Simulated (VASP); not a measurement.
Here is the system:

```
CELL_PARAMETERS angstrom
      2.12364    -3.67824     0.00000
      2.12364     3.67824     0.00000
      0.00000     0.00000     6.89767
ATOMIC_POSITIONS crystal
  Cd 0.66667 0.33333 0.50000
  Cd 0.33333 0.66667 0.00000
  S  0.66667 0.33333 0.87700
  S  0.33333 0.66667 0.37700
```

These are revPBE GGA, VASP's PBE PAW potentials (set 64) (plane waves; VASP 6.6.1) values and carry that method's errors. Run with 520 eV cut-off, 7×7×4 Γ-centred mesh, tetrahedra with Blöchl corrections, potentials Cd S.

Task: Estimate the energy per atom (σ→0).

Result: 
```
Item                            Value
---------------------  --------------
energy per atom (σ→0)  -2.797 eV/atom
```

The absolute energy has meaning only against runs of the same code, potentials and settings.

The compound is CdS in the wurtzite structure. It was relaxed first, which changed the volume by +8 %.
